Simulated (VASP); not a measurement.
Given:

```yaml
crystal:
  lattice:
    - [0.00000, 2.68861, 2.68861]
    - [2.68861, 0.00000, 2.68861]
    - [2.68861, 2.68861, 0.00000]
  atoms:
    - { symbol: Rh, position: [0.00000, 0.00000, 0.00000] }
    - { symbol: Sb, position: [0.50000, 0.50000, 0.50000] }
```

Method: r2SCAN meta-GGA, VASP's PBE PAW potentials (set 64) (plane waves; VASP). Run with 400 eV cut-off, 13×13×13 Γ-centred mesh, tetrahedra with Blöchl corrections, potentials Rh_pv Sb.

Unless said otherwise, spin-orbit coupling is left out, though it shifts the bands of the heavy elements here.

Q: Tabulate the total density of states (states/eV per cell) against energy (eV; zero at the valence-band maximum or, without a gap, the Fermi level).

A: 
```
E (eV) | DOS (states/eV)
    -9.98 | ########## 2.16
    -9.74 | ######## 1.83
    -9.50 |  0.00
    -9.26 |  0.00
    -9.02 |  0.00
    -8.90 |  0.00
    -8.66 |  0.00
    -8.42 |  0.00
    -8.18 |  0.00
    -7.94 |  0.00
    -7.70 |  0.00
    -7.46 |  0.00
    -7.22 |  0.00
    -6.98 |  0.00
    -6.74 |  0.00
    -6.62 |  0.00
    -6.38 | # 0.19
    -6.14 | ## 0.35
    -5.90 | ## 0.52
    -5.66 | #### 0.84
    -5.42 | ##### 1.18
    -5.18 | ####### 1.52
    -4.94 | ####### 1.49
    -4.70 | #### 0.86
    -4.46 | #### 0.92
    -4.34 | ############# 2.83
    -4.10 | ################# 3.86
    -3.86 | ################# 3.88
    -3.62 | ########### 2.52
    -3.38 | ######## 1.71
    -3.14 | ##### 1.22
    -2.90 | #### 0.91
    -2.66 | ### 0.58
    -2.42 | ####### 1.51
    -2.18 | ########### 2.39
    -2.06 | ############# 3.01
    -1.82 | ############################## 6.77
    -1.58 | ################### 4.18
    -1.34 | ### 0.64
    -1.10 | ############ 2.62
    -0.86 | ######## 1.85
    -0.62 | ###### 1.25
    -0.38 | ##### 1.21
    -0.14 | ###### 1.28
     0.10 | ####### 1.54
     0.22 | ###### 1.27
     0.46 | ##### 1.21
     0.70 | ##### 1.08
     0.94 | ##### 1.04
     1.18 | #### 1.01
     1.42 | #### 0.97
     1.66 | #### 0.98
     1.90 | #### 0.99
     2.14 | #### 0.81
     2.38 | ### 0.79
     2.50 | ### 0.78
     2.74 | ### 0.73
     2.98 | ### 0.69
     3.22 | ### 0.65
     3.46 | ### 0.63
```
Within 2 eV below the Fermi level the largest weight inside VASP's projection spheres is Rh d.

The structure was generated: RhSb was put into the rock salt type (Fm-3m), which need not be its known phase. It was relaxed first, which changed the volume by -30 %.
